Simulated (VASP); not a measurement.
Calculation: PBE GGA, VASP's PBE PAW potentials (set 64) (plane waves; VASP 6.6.1).

VASP input:

### INCAR
```
ALGO  =  Normal
EDIFF  =  1E-6
EDIFFG  =  -0.02
ENCUT  =  500
GGA  =  PE
IBRION  =  2
ISIF  =  3
ISMEAR  =  1
ISPIN  =  2
LASPH  =  T
LCHARG  =  F
LMAXMIX  =  4
LORBIT  =  10
LREAL  =  F
LWAVE  =  F
MAGMOM  =  -0.0 3*0.3
NELM  =  100
NSW  =  40
PREC  =  Accurate
PSTRESS  =  50
SIGMA  =  0.1
SYSTEM  =  Ni3Al
```

### KPOINTS
```
Automatic mesh
0
Gamma
 9 9 9
```

File POSCAR:
```
Ni3Al
1
    3.5359001224    -0.0000000000     0.0000000000
    0.0000000000     3.5359001224    -0.0000000000
   -0.0000000000     0.0000000000     3.5359001224
Al Ni
1 3
Direct
  0.0000000000   0.0000000000   0.0000000000
  0.0000000000   0.5000000000   0.5000000000
  0.5000000000   0.0000000000   0.5000000000
  0.5000000000   0.5000000000   0.0000000000
```

POTCAR, in this order: Al Ni (PBE.64 set). Program: vasp_std.

What VASP printed:

### OSZICAR
```
       N       E                     dE             d eps       ncg     rms          rms(c)
DAV:   1     0.187914104529E+03    0.18791E+03   -0.14345E+04  2800   0.206E+03
DAV:   2    -0.157938437893E+02   -0.20371E+03   -0.19686E+03  2812   0.367E+02
DAV:   3    -0.258906932443E+02   -0.10097E+02   -0.92616E+01  2992   0.109E+02
DAV:   4    -0.261181474375E+02   -0.22745E+00   -0.22566E+00  3180   0.152E+01
DAV:   5    -0.261257083988E+02   -0.75610E-02   -0.75575E-02  3388   0.258E+00    0.198E+01
DAV:   6    -0.269450937799E+02   -0.81939E+00   -0.75078E+01  3164   0.141E+02    0.207E+01
DAV:   7    -0.219108020469E+02    0.50343E+01   -0.20873E+01  3092   0.756E+01    0.248E+00
DAV:   8    -0.218952025772E+02    0.15599E-01   -0.46771E-01  3048   0.592E+00    0.153E+00
DAV:   9    -0.218729331642E+02    0.22269E-01   -0.52367E-02  3604   0.334E+00    0.794E-01
DAV:  10    -0.218742682479E+02   -0.13351E-02   -0.21291E-03  3268   0.535E-01    0.731E-01
DAV:  11    -0.218798232352E+02   -0.55550E-02   -0.10810E-02  3392   0.180E+00    0.299E-01
DAV:  12    -0.218781293066E+02    0.16939E-02   -0.52279E-03  3420   0.102E+00    0.413E-01
DAV:  13    -0.218791869054E+02   -0.10576E-02   -0.75273E-04  3332   0.507E-01    0.239E-01
DAV:  14    -0.218796386269E+02   -0.45172E-03   -0.83885E-04  3400   0.470E-01    0.303E-02
DAV:  15    -0.218796404785E+02   -0.18516E-05   -0.67806E-05  3180   0.102E-01    0.295E-02
DAV:  16    -0.218796451493E+02   -0.46709E-05   -0.43924E-06  2708   0.402E-02    0.140E-02
DAV:  17    -0.218796461052E+02   -0.95591E-06   -0.15076E-06  1696   0.180E-02
   1 F= -.20500026E+02 E0= -.20499831E+02  d E =-.205000E+02  mag=     0.7151
```

OUTCAR:
```
------------------------ aborting loop because EDIFF is reached ----------------------------------------
  FORCE on cell =-STRESS in cart. coord.  units (eV):
  Direction    XX          YY          ZZ          XY          YZ          ZX
  --------------------------------------------------------------------------------------
  Total        1.4004321      1.4004321      1.4004321      0.0000000     -0.0000000      0.0000000
  in kB       50.7542798     50.7542798     50.7542798      0.0000000     -0.0000000      0.0000000
  external PRESSURE =       0.7542798 kB  Pullay stress =      50.0000000 kB
  volume of cell :       44.21
      direct lattice vectors                 reciprocal lattice vectors
     3.535900122  0.000000000  0.000000000     0.282813418  0.000000000  0.000000000
     0.000000000  3.535900122  0.000000000     0.000000000  0.282813418  0.000000000
     0.000000000  0.000000000  3.535900122     0.000000000  0.000000000  0.282813418
 POSITION                                       TOTAL-FORCE (eV/Angst)
 -----------------------------------------------------------------------------------
      0.00000      0.00000      0.00000         0.000000      0.000000      0.000000
      0.00000      1.76795      1.76795         0.000000      0.000000      0.000000
      1.76795      0.00000      1.76795         0.000000      0.000000      0.000000
      1.76795      1.76795      0.00000         0.000000      0.000000      0.000000
 -----------------------------------------------------------------------------------
    total drift:                                0.000000      0.000000      0.000000
  FREE ENERGIE OF THE ION-ELECTRON SYSTEM (eV)
  ---------------------------------------------------
  free  energy   TOTEN  =       -21.8796461052 eV

  energy  without entropy=      -21.8790598460  energy(sigma->0) =      -21.87945069
  enthalpy is  TOTEN    =       -20.5000263984 eV   P V=        1.3796197068

 total charge

# of ion       s       p       d       tot
------------------------------------------
    1        0.411   0.401   0.000   0.812
    2        0.502   0.535   8.390   9.428
    3        0.502   0.535   8.390   9.428
    4        0.502   0.535   8.390   9.428
--------------------------------------------------
tot          1.917   2.007  25.170  29.094

 magnetization (x)

# of ion       s       p       d       tot
------------------------------------------
    1       -0.001  -0.008   0.000  -0.009
    2       -0.003  -0.011   0.269   0.255
    3       -0.003  -0.011   0.269   0.255
    4       -0.003  -0.011   0.269   0.255
--------------------------------------------------
tot         -0.011  -0.040   0.807   0.757

 reached required accuracy - stopping structural energy minimisation
```
(Selected blocks of OUTCAR.)

The compound is Ni3Al in the L1_2 structure. It was relaxed first under an external pressure of 5 GPa.
